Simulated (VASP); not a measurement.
## Pr3Hf under changes of volume

One of the cells (32.443 Å³/atom); the others are scaled copies at fixed shape and fractional positions:

```
Hf Pr
1.0
     5.06283    0.00000    0.00000
     0.00000    5.06283    0.00000
     0.00000    0.00000    5.06283
Hf Pr
1 3
Direct
  0.00000 0.00000 0.00000
  0.50000 0.50000 0.00000
  0.00000 0.50000 0.50000
  0.50000 0.00000 0.50000
```

The cell comes from a database or a generator and needn't be the stable form of this composition.

* Program: VASP 6.6.1
* Functional: PBE
* Potentials or basis: VASP PAW PBE potentials, release 64 (Hf_pv, Pr)
* Cutoff: 520 eV
* k mesh: 5 × 5 × 5
* Occupations: fermi-dirac, width 0.05 eV
* Spin: collinear spin, ferromagnetic start
* Starting moments: [0.0, 2.0, 2.0, 2.0] μB

```tsv
volume (Å³/atom)	energy over the lowest point (meV/atom)	pressure (GPa)	moment (μB per cell)
30.534	0.00	-1.8	7.14
31.171	8.00	-2.4	7.19
32.443	?	?	?
33.079	44.78	-3.9	7.32
33.715	92.73	-4.7	7.37
```

Q: What does the run at 32.443 Å³/atom give?

A: Energy over the lowest point 30.59 meV/atom; pressure -3.4 GPa; moment 7.28 μB per cell.

The energies don't lie on one smooth curve, so no fit is given. The run at 33.715 Å³/atom lies farthest off, from a change of basis, grid or state.

Energies are extrapolated to zero smearing.

Caveats: the magnetic or orbital state may not be the lowest; without U or exact exchange the open f shell lies at the Fermi level, which spoils levels, moments and volumes.
